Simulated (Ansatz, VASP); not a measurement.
# One calculation of KZnI3, two programs

File INCAR:

```
ALGO = Normal
EDIFF = 1E-6
ENCUT = 520
GGA = PE
ISIF = 2
ISMEAR = -1
LASPH = True
LCHARG = False
LREAL = False
LWAVE = False
NBANDS = 29
NELM = 80
PREC = Accurate
SIGMA = 0.02
```

KPOINTS

```
k-points
0
Gamma
  4 4 4
```

POSCAR

```
KZnI3
1.0
    5.6342391302      0.0000000000      0.0000000000
    0.0000000000      5.6342391302      0.0000000000
    0.0000000000      0.0000000000      5.6342391302
K Zn I
1 1 3
Direct
    0.0000000000      0.0000000000      0.0000000000
    0.5000000000      0.5000000000      0.5000000000
    0.5000000000      0.5000000000      0.0000000000
    0.5000000000      0.0000000000      0.5000000000
    0.0000000000      0.5000000000      0.5000000000
```

Input for Ansatz:

```yaml
crystal:
  lattice:
    - [5.6342391302, 0.0, 0.0]
    - [0.0, 5.6342391302, 0.0]
    - [0.0, 0.0, 5.6342391302]
  atoms:
    - { symbol: K, position: [0.0, 0.0, 0.0] }
    - { symbol: Zn, position: [0.5, 0.5, 0.5] }
    - { symbol: I, position: [0.5, 0.5, 0.0] }
    - { symbol: I, position: [0.5, 0.0, 0.5] }
    - { symbol: I, position: [0.0, 0.5, 0.5] }
kpoints:
  mp_grid: { grid: [4, 4, 4] }
hamiltonian:
  xc: pbe
scf:
  occupations: { method: fermi_dirac, width: 0.02 }
  n_extra_bands: 5
output:
  forces: true
  stress: true
  eigenvalues: true
```

Alike in both runs: task single point; functional PBE; k mesh 4 × 4 × 4; occupations fermi-dirac, width 0.02 eV; no spin polarisation.

|  | VASP | Ansatz |
| --- | --- | --- |
| version | VASP 6.6.1 | Ansatz 0.2.0 |
| potentials or method | VASP PAW PBE potentials, release 64 (K_sv, Zn, I) | plane waves, PAW |
| plane-wave cutoff (eV) | 520 | 420 |
| valence electrons in the cell | 42 | 72 |

```tsv
	VASP	Ansatz	Ansatz less VASP
pressure (GPa)	1.6	1.5	-0.02
```

The functional is the same, so the differences come from potentials, cutoffs and numerics. The two sets of potentials don't hold the same shells in valence.

The runs have no spin-orbit coupling, so splittings on I are missing.
